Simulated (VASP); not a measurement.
All values below come from PW91 GGA, VASP's PBE PAW potentials (set 64) (plane waves; VASP).

The input files of a VASP run:

File KPOINTS:
```
k-points along high-symmetry lines
10
Line-mode
Reciprocal
  0.000000   0.000000   0.000000 ! GAMMA
  0.000000   0.500000   0.000000 ! X

  0.000000   0.500000   0.000000 ! X
  0.500000   0.500000   0.000000 ! M

  0.500000   0.500000   0.000000 ! M
  0.000000   0.000000   0.000000 ! GAMMA

  0.000000   0.000000   0.000000 ! GAMMA
  0.000000   0.000000   0.500000 ! Z

  0.000000   0.000000   0.500000 ! Z
  0.000000   0.500000   0.500000 ! R

  0.000000   0.500000   0.500000 ! R
  0.500000   0.500000   0.500000 ! A

  0.500000   0.500000   0.500000 ! A
  0.000000   0.000000   0.500000 ! Z

  0.000000   0.500000   0.000000 ! X
  0.000000   0.500000   0.500000 ! R

  0.500000   0.500000   0.000000 ! M
  0.500000   0.500000   0.500000 ! A
```

### POSCAR
```
CrO2
4.4452840
  0.9999999655   0.0000000000   0.0000000000
  0.0000000000   0.9999999655   0.0000000000
  0.0000000000   0.0000000000   0.6568294362
Cr O
2 4
direct
  0.0000000000   0.0000000000   0.0000000000
  0.5000000000   0.5000000000   0.5000000000
  0.3034506817   0.3034506817   1.0000000000
  0.8034506817   0.1965493183   0.5000000000
  0.1965493183   0.8034506817   0.5000000000
  0.6965493183   0.6965493183   0.0000000000
```

### INCAR
```
GGA = 91   # PW91
ISMEAR = 0
SIGMA = 0.05   # width (eV)
ENCUT = 520   # plane-wave cut-off (eV)
LWAVE = F
ISPIN = 2
NELM = 100   # most electronic steps
EDIFF = 1E-7
LASPH = T   # aspherical one-centre terms
MAGMOM = 2*2.1 4*-0.1
ICHARG = 11
LREAL = F   # projection in real space or not
LCHARG = F
SYSTEM = CrO2
PREC = Accurate
LORBIT = 11   # lm-projected
ALGO = Normal   # blocked Davidson
LMAXMIX = 4   # l cut-off of mixed one-centre charges
```

POTCAR, in this order: Cr_pv O (PBE.64 set). Program: vasp_std. Read from the step before: CHGCAR.

The resulting files:

### OSZICAR
```
       N       E                     dE             d eps       ncg     rms          rms(c)
DAV:   1     0.542763587608E+03    0.54276E+03   -0.27629E+04 10816   0.181E+03
DAV:   2    -0.921075099714E-01   -0.54286E+03   -0.51407E+03 11966   0.514E+02
DAV:   3    -0.488303967383E+02   -0.48738E+02   -0.45841E+02 14162   0.150E+02
DAV:   4    -0.501866329708E+02   -0.13562E+01   -0.13391E+01 12530   0.251E+01
DAV:   5    -0.502438257412E+02   -0.57193E-01   -0.57157E-01 15936   0.406E+00
DAV:   6    -0.502447579828E+02   -0.93224E-03   -0.93219E-03 13114   0.453E-01
DAV:   7    -0.502447792276E+02   -0.21245E-04   -0.21245E-04 15944   0.571E-02
DAV:   8    -0.502447795198E+02   -0.29219E-06   -0.29198E-06 12170   0.614E-03
DAV:   9    -0.502447795266E+02   -0.67294E-08   -0.72263E-08  8358   0.960E-04
   1 F= -.50244780E+02 E0= -.50243435E+02  d E =-.268992E-02  mag=     4.0000
```

File OUTCAR:
```



 magnetization (x)

# of ion       s       p       d       tot
------------------------------------------
    1        0.023   0.024   2.043   2.090
    2        0.023   0.024   2.043   2.090
    3       -0.003  -0.072   0.000  -0.075
    4       -0.003  -0.072   0.000  -0.075
    5       -0.003  -0.072   0.000  -0.075
    6       -0.003  -0.072   0.000  -0.075
--------------------------------------------------
tot          0.034  -0.241   4.086   3.879
```
(Selected blocks of OUTCAR.)

OUTCAR:
```
 val. band max:        5.3966700994   @ k =   0.0000   0.5000   0.2222

 cond. band min:       5.3975854122   @ k =   0.0000   0.5000   0.1667



 spin component 1

 k-point     1 :       0.0000    0.0000    0.0000
  band No.  band energies     occupation
      1     -39.3684      1.00000
      2     -39.3684      1.00000
      3     -39.2360      1.00000
      4     -39.2360      1.00000
      5     -39.1596      1.00000
      6     -39.1463      1.00000
      7     -14.2339      1.00000
      8     -12.5631      1.00000
      9     -12.1198      1.00000
     10     -12.1198      1.00000
     11      -2.0824      1.00000
     12      -1.4412      1.00000
     13      -0.9142      1.00000
     14       0.1540      1.00000
     15       0.1540      1.00000
     16       1.5989      1.00000
     17       1.5989      1.00000
     18       2.0483      1.00000
     19       3.7695      1.00000
     20       3.9282      1.00000
     21       4.1582      1.00000
     22       4.2081      1.00000
     23       4.2081      1.00000
     24       4.3694      1.00000
     25       4.3694      1.00000
     26       4.4004      1.00000
     27       4.8666      1.00000
     28       6.4936      0.00000
     29       6.6312      0.00000
     30       9.1719      0.00000

 k-point     2 :       0.0000    0.0556    0.0000
  band No.  band energies     occupation
      1     -39.3683      1.00000
      2     -39.3683      1.00000
      3     -39.2361      1.00000
      4     -39.2361      1.00000
      5     -39.1595      1.00000
      6     -39.1464      1.00000
      7     -14.2221      1.00000
      8     -12.5702      1.00000
      9     -12.1292      1.00000
     10     -12.1216      1.00000
     11      -2.0585      1.00000
     12      -1.4296      1.00000
     13      -0.8934      1.00000
     14       0.1556      1.00000
     15       0.1573      1.00000
     16       1.5674      1.00000
     17       1.5868      1.00000
...
```

The density is held fixed in this step, so its total energy and stress have no physical meaning.

The compound is CrO2 in the rutile structure. It was relaxed first.
